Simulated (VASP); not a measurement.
## Sound and unsound inputs on LaSi3Ru

Aim: change the input of a sound run on LaSi3Ru piece by piece and see what each change does. All runs use r2SCAN. The start is a computed cell from the Materials Project.

Method: r2SCAN; plane waves and PAW (La, Si, Ru_pv), in VASP 6.6.1.

### 1. The structure

The structure is tetragonal, space group I4mm (No. 107). The conventional cell has a = 4.265 Å, b = 4.265 Å, c = 9.964 Å, α = 90.00°, β = 90.00°, γ = 90.00°. Nearest to La lie 12 Si at 3.12 to 3.37 Å and 5 Ru at 3.39 to 3.42 Å. Nearest to Si lie 1 Ru at 2.37 Å and 4 Si at 2.65 Å and 4 La at 3.12 Å. Nearest to Si lie 2 Ru at 2.38 Å and 6 Si at 2.65 to 3.02 Å and 4 La at 3.19 to 3.37 Å. Ru has 5 Si at 2.37 to 2.38 Å and 5 La at 3.39 to 3.42 Å nearest. Farther neighbours are not listed.

Structure file:

```
La Si Ru
1.0
    -2.13273    2.13273    4.98223
     2.13273   -2.13273    4.98223
     2.13273    2.13273   -4.98223
La Si Ru
1 3 1
Direct
  0.99929 0.99929 0.00000
  0.41773 0.41773 0.00000
  0.26066 0.76066 0.50000
  0.76066 0.26066 0.50000
  0.65565 0.65565 0.00000
```

### 2. Reference run

A single point gives energy, forces and stress at these settings. r2SCAN adds the kinetic-energy density, costs more than a GGA and is run with LASPH.

File INCAR:

```
SYSTEM = LaSi3Ru
PREC = Accurate
ENCUT = 400
EDIFF = 1E-06
NELM = 100
ISMEAR = -1
SIGMA = 0.05
LREAL = .FALSE.
ALGO = Normal
METAGGA = R2SCAN
LASPH = .TRUE.
NBANDS = 24
LORBIT = 11
LWAVE = .FALSE.
LCHARG = .FALSE.
KPAR = 4
ISIF = 2
```

File POSCAR:

```
LaSi3Ru
1.0
   -2.1327286600      2.1327286600      4.9822326100
    2.1327286600     -2.1327286600      4.9822326100
    2.1327286600      2.1327286600     -4.9822326100
La Si Ru
1 3 1
Direct
    0.9992937100      0.9992937100      0.0000000000
    0.4177275300      0.4177275300      0.0000000000
    0.2606647200      0.7606647200      0.5000000000
    0.7606647200      0.2606647200      0.5000000000
    0.6556503100      0.6556503100      0.0000000000
```

File KPOINTS:

```
Automatic mesh
0
Gamma
6 6 6
0 0 0
```

The projector-augmented-wave data sets are La, Si and Ru_pv (PBE family, release 64).

Launch:

```sh
> mpirun -np 4 vasp_std
```

What it wrote:

```text
[banner, memory and clock lines left out]
running    4 mpi-ranks, on    1 nodes
 distrk:  each k-point on    1 cores,    4 groups
 distr:  one band on    1 cores,    1 groups

 POSCAR found type information on POSCAR LaSiRu
 POSCAR found :  3 types and       5 ions
|                                                                             |
|               ----> ADVICE to this user running VASP <----                  |
|                                                                             |
|     You enforced a specific xc type in the INCAR file but a different       |
|     [... a line on the potential file left out ...]
|     I HOPE YOU KNOW WHAT YOU ARE DOING!                                     |
|                                                                             |

 LDA part: xc-table for (None), standard interpolation
 POSCAR, INCAR and KPOINTS ok, starting setup
 FFT: planning ... GRIDC
 FFT: planning ... GRID_SOFT
 FFT: planning ... GRID
 WAVECAR not read
 entering main loop
       N       E                     dE             d eps       ncg     rms          rms(c)
DAV:   1     0.192556972156E+03    0.19256E+03   -0.14841E+04  1816   0.162E+03
DAV:   2    -0.569382933342E+02   -0.24950E+03   -0.24068E+03  1680   0.333E+02
DAV:   3    -0.929264162049E+02   -0.35988E+02   -0.34855E+02  2304   0.118E+02
DAV:   4    -0.950800471514E+02   -0.21536E+01   -0.21381E+01  2408   0.332E+01
DAV:   5    -0.951917410494E+02   -0.11169E+00   -0.11160E+00  2104   0.591E+00    0.180E+01
DAV:   6    -0.855846989972E+02    0.96070E+01   -0.13378E+01  2032   0.270E+01    0.606E+00
DAV:   7    -0.851572759053E+02    0.42742E+00   -0.46760E+00  2448   0.168E+01    0.506E+00
DAV:   8    -0.851531615193E+02    0.41144E-02   -0.42197E-01  2280   0.497E+00    0.200E+00
DAV:   9    -0.851576443932E+02   -0.44829E-02   -0.17237E-01  2216   0.296E+00    0.828E-01
DAV:  10    -0.851568086861E+02    0.83571E-03   -0.33271E-02  2472   0.156E+00    0.158E-01
DAV:  11    -0.851572680169E+02   -0.45933E-03   -0.20381E-03  2368   0.274E-01    0.802E-02
DAV:  12    -0.851574866443E+02   -0.21863E-03   -0.59883E-04  2520   0.140E-01    0.481E-02
DAV:  13    -0.851575121437E+02   -0.25499E-04   -0.26908E-04  2224   0.106E-01    0.125E-02
DAV:  14    -0.851575211768E+02   -0.90331E-05   -0.10383E-04  2640   0.690E-02    0.110E-02
DAV:  15    -0.851575836579E+02   -0.62481E-04   -0.15414E-04  2096   0.759E-02    0.177E-02
DAV:  16    -0.851575094031E+02    0.74255E-04   -0.30460E-04  2064   0.117E-01    0.116E-02
DAV:  17    -0.851575105950E+02   -0.11919E-05   -0.33659E-05  2672   0.223E-02    0.902E-03
DAV:  18    -0.851575084356E+02    0.21594E-05   -0.44625E-06  2024   0.107E-02    0.112E-02
DAV:  19    -0.851575046303E+02    0.38053E-05   -0.57769E-06  2368   0.118E-02    0.143E-02
DAV:  20    -0.851575014943E+02    0.31360E-05   -0.21965E-06  1768   0.832E-03    0.168E-02
DAV:  21    -0.851575056570E+02   -0.41627E-05   -0.25826E-06  1792   0.106E-02    0.130E-02
DAV:  22    -0.851575534824E+02   -0.47825E-04   -0.12024E-04  1920   0.558E-02    0.454E-03
DAV:  23    -0.851575610015E+02   -0.75191E-05   -0.30610E-05  2768   0.298E-02    0.101E-02
DAV:  24    -0.851575514044E+02    0.95972E-05   -0.55123E-05  1976   0.560E-02    0.901E-04
DAV:  25    -0.851577195708E+02   -0.16817E-03   -0.13798E-03  1952   0.261E-01    0.374E-02
DAV:  26    -0.851575386856E+02    0.18089E-03   -0.11707E-03  2136   0.274E-01    0.292E-03
DAV:  27    -0.851575143766E+02    0.24309E-04   -0.14333E-04  2440   0.587E-02    0.816E-03
DAV:  28    -0.851588405394E+02   -0.13262E-02   -0.11816E-02  1944   0.728E-01    0.103E-01
DAV:  29    -0.851577185878E+02    0.11220E-02   -0.44248E-03  2136   0.520E-01    0.577E-02
DAV:  30    -0.851575325828E+02    0.18600E-03   -0.26612E-03  2376   0.287E-01    0.284E-03
DAV:  31    -0.851575277929E+02    0.47899E-05   -0.18919E-04  2056   0.790E-02    0.127E-02
DAV:  32    -0.851575410309E+02   -0.13238E-04   -0.24877E-05  2576   0.326E-02    0.133E-02
DAV:  33    -0.851575469807E+02   -0.59498E-05   -0.79421E-06  2280   0.139E-02    0.882E-03
DAV:  34    -0.851575485079E+02   -0.15272E-05   -0.10030E-06  1624   0.630E-03    0.680E-03
DAV:  35    -0.851575491087E+02   -0.60080E-06   -0.25690E-07  1264   0.526E-03
   1 F= -.85157549E+02 E0= -.85150711E+02  d E =-.136758E-01
```

Wall time 2 min (4 MPI ranks of AMD EPYC 9R45, shared host); peak memory 1.1 GiB.

The logs omit lines about the potential files and the build; timing stands in the text.

OUTCAR, selected parts (step 2):

```text
ion  position               nearest neighbor table
   1  0.999  0.999  0.000-   2 3.12   2 3.12   2 3.12   2 3.12   4 3.19   4 3.19   3 3.19   3 3.19
                             4 3.37   3 3.37   4 3.37   3 3.37   5 3.39   5 3.39   5 3.39   5 3.39
   2  0.418  0.418  0.000-   5 2.37   4 2.65   3 2.65   3 2.65   4 2.65   1 3.12   1 3.12   1 3.12
                             1 3.12
   3  0.261  0.761  0.500-   5 2.38   5 2.38   2 2.65   2 2.65   4 3.02   4 3.02   4 3.02   4 3.02
                             1 3.19   1 3.19   1 3.37   1 3.37
   4  0.761  0.261  0.500-   5 2.38   5 2.38   2 2.65   2 2.65   3 3.02   3 3.02   3 3.02   3 3.02
                             1 3.19   1 3.19   1 3.37   1 3.37
   5  0.656  0.656  0.000-   2 2.37   4 2.38   3 2.38   3 2.38   4 2.38   1 3.39   1 3.39   1 3.39
                             1 3.39   1 3.42

  LATTYP: Found a body centered tetragonal cell.
 ALAT       =     4.2654573200
 C/A-ratio  =     2.3360836770

 Subroutine GETGRP returns: Found  8 space group operations
 (whereof  8 operations were pure point group operations)

The static configuration has the point symmetry C_4v.

 Found     30 irreducible k-points:

   k-points           NKPTS =     30   k-points in BZ     NKDIM =     30   number of bands    NBANDS=     24

   dimension x,y,z NGX =    40 NGY =   40 NGZ =   40
   dimension x,y,z NGXF=    80 NGYF=   80 NGZF=   80

   ENCUT  =  400.0 eV  29.40 Ry    5.42 a.u.   9.50  9.50  9.50*2*pi/ulx,y,z

   NELECT =      37.0000    total number of electrons

 k-points in reciprocal lattice and weights: Automatic mesh
   0.00000000  0.00000000  0.00000000       0.005
   0.16666667 -0.00000000  0.00000000       0.037
   0.33333333 -0.00000000  0.00000000       0.037
   0.50000000  0.00000000  0.00000000       0.019
   0.16666667  0.16666667  0.00000000       0.037
   0.33333333  0.16666667  0.00000000       0.074
   0.50000000  0.16666667  0.00000000       0.074
  -0.33333333  0.16666667 -0.00000000       0.074
  -0.16666667  0.16666667  0.00000000       0.019
[...]
-0.33333333 -0.33333333  0.33333333       0.009
   0.50000000  0.50000000  0.50000000       0.005

 average (electrostatic) potential at core
       1 -99.7447       2 -82.5819       3 -82.7730       4 -82.7730       5 -74.5919

 E-fermi :   9.4700

 k-point     1 :       0.0000    0.0000    0.0000
  band No.  band energies     occupation
    ...
     14       6.6003      2.00000
     15       7.4161      2.00000
     16       7.7149      2.00000
     17       8.6827      2.00000
     18       8.6827      2.00000
     19      10.0641      0.00001
     20      10.0641      0.00001
     21      11.3827      0.00000
     22      12.1211      0.00000
     23      12.3008      0.00000
    ...

 k-point     2 :       0.1667   -0.0000    0.0000
  band No.  band energies     occupation
    ...
     15       7.2507      2.00000
     16       7.6296      2.00000
     17       8.6640      2.00000
     18       8.7128      2.00000
     19       9.4568      1.13132
     20       9.6433      0.06053
     21      11.4576      0.00000
     22      12.1843      0.00000
     23      12.3831      0.00000
     24      12.4691      0.00000

 k-point     3 :       0.3333   -0.0000    0.0000
  band No.  band energies     occupation
    ...
     15       7.4580      2.00000
     16       7.7239      2.00000
     17       8.1575      2.00000
     18       8.5105      2.00000
     19       9.2807      1.95556
     20       9.9105      0.00030
     21      11.5732      0.00000
     22      12.2693      0.00000
     23      12.4842      0.00000
     24      12.5446      0.00000

  Total       -0.1686188     -0.1686188      0.1427997      0.0000000      0.0000000      0.0000000
  in kB       -2.9803096     -2.9803096      2.5239610      0.0000000      0.0000000      0.0000000
  external PRESSURE =      -1.1455527 kB  Pullay stress =       0.0000000 kB

  energy-cutoff  :      400.00
  volume of cell :       90.65
      direct lattice vectors                 reciprocal lattice vectors
    -2.132728660  2.132728660  4.982232610     0.000000000  0.234441450  0.100356615
     2.132728660 -2.132728660  4.982232610     0.234441450  0.000000000  0.100356615
     2.132728660  2.132728660 -4.982232610     0.234441450  0.234441450  0.000000000

 POSITION                                       TOTAL-FORCE (eV/Angst)
 -----------------------------------------------------------------------------------
      0.00000      0.00000      9.95743        -0.000000     -0.000000     -0.066442
      0.00000      0.00000      4.16243         0.000000      0.000000      0.063774
      2.13273      0.00000      2.59738        -0.000000      0.000000      0.009762
      0.00000      2.13273      2.59738         0.000000     -0.000000      0.009762
      0.00000      0.00000      6.53320         0.000000      0.000000     -0.016856
 -----------------------------------------------------------------------------------
    total drift:                               -0.000007     -0.000007      0.003032

  FREE ENERGIE OF THE ION-ELECTRON SYSTEM (eV)
  ---------------------------------------------------
  free  energy   TOTEN  =       -85.1575491087 eV

  energy  without entropy=      -85.1438733260  energy(sigma->0) =      -85.15071122

 total charge
# of ion       s       p       d       f       tot
--------------------------------------------------
    1        1.988   5.681   0.744   0.144   8.557
    2        0.784   0.874   0.000   0.000   1.658
    3        0.774   0.844   0.000   0.000   1.618
    4        0.774   0.844   0.000   0.000   1.618
    5        0.385   6.309   6.243   0.000  12.937
--------------------------------------------------
tot          4.705  14.551   6.988   0.144  26.388

[... 3 further parts left out ...]
```

This run has no spin polarisation. Its electron count is odd, so without a moment it is a metal by construction. The k-mesh is coarse for a metal. The PAW data sets were made with PBE, which is usual practice but a small mismatch for other functionals.

Numbers from this step:

```yaml
scf_cycles: 35
electrons: 37
bands: 24
irreducible_k_points: 30
symmetry_operations: 8
free_energy_toten: -85.1575 eV
energy_at_zero_smearing: -85.1507 eV
fermi_energy: 9.47 eV
pressure: -0.1146 GPa
metallic_judged_on_the_points_sampled: yes
```

Force by atom:

```tsv
atom	x (eV/Å)	y (eV/Å)	z (eV/Å)	size
La1	0.0000	0.0000	-0.0664	0.0664
Si2	0.0000	0.0000	0.0638	0.0638
Si3	0.0000	0.0000	0.0098	0.0098
Si4	0.0000	0.0000	0.0098	0.0098
Ru5	0.0000	0.0000	-0.0169	0.0169
```

The pressure is -0.11 GPa and the largest force 0.066 eV/Å, so the cell is not at a minimum at these settings.

### 3. Total energy, forces and stress (r2SCAN) with a changed input

A single point gives energy, forces and stress at these settings. Some settings are moved from the usual, to see what they do.

INCAR: that of step 2 with these lines changed.

```diff
@@ -3,3 +3,3 @@
 ENCUT = 400
-EDIFF = 1E-06
+EDIFF = 1E-08
 NELM = 100
```

POSCAR is that of step 2.

File KPOINTS:

```
Automatic mesh
0
Monkhorst-Pack
6 6 6
0 0 0
```

Launch:

```sh
> mpirun -np 4 vasp_std
```

What it wrote:

```text
[banner, memory and clock lines left out]
running    4 mpi-ranks, on    1 nodes
 distrk:  each k-point on    1 cores,    4 groups
 distr:  one band on    1 cores,    1 groups

 POSCAR found type information on POSCAR LaSiRu
 POSCAR found :  3 types and       5 ions
 [... a notice as in an earlier step ...]

 LDA part: xc-table for (None), standard interpolation
 POSCAR, INCAR and KPOINTS ok, starting setup
 FFT: planning ... GRIDC
 FFT: planning ... GRID_SOFT
 FFT: planning ... GRID
 WAVECAR not read
 entering main loop
       N       E                     dE             d eps       ncg     rms          rms(c)
DAV:   1     0.231967258120E+03    0.23197E+03   -0.14364E+04  1584   0.165E+03
DAV:   2    -0.533122842592E+02   -0.28528E+03   -0.27641E+03  1576   0.358E+02
DAV:   3    -0.927571445876E+02   -0.39445E+02   -0.38268E+02  2168   0.129E+02
DAV:   4    -0.950608476080E+02   -0.23037E+01   -0.22591E+01  2224   0.344E+01
DAV:   5    -0.951853658468E+02   -0.12452E+00   -0.12443E+00  2024   0.621E+00    0.180E+01
DAV:   6    -0.855777227639E+02    0.96076E+01   -0.13214E+01  1856   0.269E+01    0.604E+00
DAV:   7    -0.851609958696E+02    0.41673E+00   -0.46407E+00  2328   0.169E+01    0.506E+00
DAV:   8    -0.851567467971E+02    0.42491E-02   -0.41598E-01  2152   0.495E+00    0.200E+00
DAV:   9    -0.851610472768E+02   -0.43005E-02   -0.17695E-01  2056   0.302E+00    0.840E-01
DAV:  10    -0.851601621599E+02    0.88512E-03   -0.32992E-02  2296   0.158E+00    0.163E-01
DAV:  11    -0.851606329582E+02   -0.47080E-03   -0.22247E-03  2168   0.279E-01    0.813E-02
DAV:  12    -0.851608400368E+02   -0.20708E-03   -0.54540E-04  2288   0.137E-01    0.444E-02
DAV:  13    -0.851608798596E+02   -0.39823E-04   -0.37354E-04  2184   0.113E-01    0.157E-02
DAV:  14    -0.851609069973E+02   -0.27138E-04   -0.38353E-05  2128   0.617E-02    0.736E-03
DAV:  15    -0.851609109046E+02   -0.39073E-05   -0.12620E-05  2296   0.348E-02    0.814E-03
DAV:  16    -0.851609072504E+02    0.36541E-05   -0.58411E-06  1896   0.220E-02    0.188E-03
DAV:  17    -0.851609072654E+02   -0.15026E-07   -0.81952E-07  2592   0.500E-03    0.984E-04
DAV:  18    -0.851609072301E+02    0.35387E-07   -0.42678E-08  1704   0.132E-03    0.493E-04
DAV:  19    -0.851609072383E+02   -0.82782E-08   -0.11317E-08  1336   0.102E-03
   1 F= -.85160907E+02 E0= -.85154170E+02  d E =-.134740E-01
```

Run time: 61 s. Hardware: 4 MPI ranks; peak memory 1.1 GiB; 4 min of CPU time.

OUTCAR, selected parts (step 3):

```text
The static configuration has the point symmetry C_4v.

 Found     28 irreducible k-points:

   k-points           NKPTS =     28   k-points in BZ     NKDIM =     28   number of bands    NBANDS=     24

   NELECT =      37.0000    total number of electrons

 E-fermi :   9.5023

 k-point     1 :       0.0833    0.0833    0.0833
  band No.  band energies     occupation
    ...
     15       7.5640      2.00000
     16       7.5822      2.00000
     17       8.1844      2.00000
     18       8.7869      2.00000
     19       9.3898      1.80924
     20       9.9628      0.00020
     21      11.5968      0.00000
     22      12.2559      0.00000
     23      12.3972      0.00000
     24      12.4159      0.00000

 k-point     2 :       0.2500    0.0833    0.0833
  band No.  band energies     occupation
    ...
     15       7.5335      2.00000
     16       7.6188      2.00000
     17       7.9899      2.00000
     18       8.6912      2.00000
     19       9.4172      1.69142
     20      10.3896      0.00000
     21      11.7086      0.00000
     22      12.2339      0.00000
     23      12.4474      0.00000
     24      12.5437      0.00000

  Total       -0.0734833     -0.0734833     -0.2163492      0.0000000      0.0000000      0.0000000
  in kB       -1.2988051     -1.2988051     -3.8239370      0.0000000      0.0000000      0.0000000
  external PRESSURE =      -2.1405158 kB  Pullay stress =       0.0000000 kB

 POSITION                                       TOTAL-FORCE (eV/Angst)
 -----------------------------------------------------------------------------------
      0.00000      0.00000      9.95743        -0.000000     -0.000000      0.000028
      0.00000      0.00000      4.16243         0.000000      0.000000      0.063693
      2.13273      0.00000      2.59738        -0.000000     -0.000000     -0.028503
      0.00000      2.13273      2.59738         0.000000      0.000000     -0.028503
      0.00000      0.00000      6.53320         0.000000      0.000000     -0.006716
 -----------------------------------------------------------------------------------
    total drift:                               -0.000008     -0.000008      0.003190

  FREE ENERGIE OF THE ION-ELECTRON SYSTEM (eV)
  ---------------------------------------------------
  free  energy   TOTEN  =       -85.1609072383 eV

  energy  without entropy=      -85.1474332041  energy(sigma->0) =      -85.15417022

 total charge
# of ion       s       p       d       f       tot
--------------------------------------------------
    1        1.988   5.681   0.746   0.143   8.558
    2        0.783   0.872   0.000   0.000   1.655
    3        0.773   0.846   0.000   0.000   1.619
    4        0.773   0.846   0.000   0.000   1.619
    5        0.383   6.308   6.246   0.000  12.937
--------------------------------------------------
tot          4.700  14.553   6.991   0.143  26.388

[... 6 parts as in an earlier step ...]

[... 6 further parts left out ...]
```

Numbers from this step:

- SCF cycles: 19
- irreducible k-points: 28
- free energy (TOTEN): -85.1609 eV
- energy at zero smearing: -85.1542 eV
- Fermi energy: 9.502 eV
- pressure: -0.2141 GPa

Force by atom:

```tsv
atom	x (eV/Å)	y (eV/Å)	z (eV/Å)	size
La1	0.0000	0.0000	0.0000	0.0000
Si2	0.0000	0.0000	0.0637	0.0637
Si3	0.0000	0.0000	-0.0285	0.0285
Si4	0.0000	0.0000	-0.0285	0.0285
Ru5	0.0000	0.0000	-0.0067	0.0067
```

Against the reference run the energy at zero smearing moves by -0.69 meV an atom and the pressure by -0.10 GPa.

(Part 1 of 4 ends here.)

[Lines on the potential files, build, host, timing and source positions are cut from VASP's logs without a mark.]

[Logs are printed without paths, hosts, clocks, repeated set-up lines and the standing remarks that a program may print on its own settings, such as how far it seeks lower states.]

[Hosts, paths, dates, database ids (printed as entryN), source tags and the programs' standing remarks are cut or masked in the printed files.]

[A measured line is paired with the nearest computed mode of its activity, which favours agreement.]

[In band tables of VASP the shares of atoms and orbitals are scaled to a sum of 1 inside the atoms' spheres.]
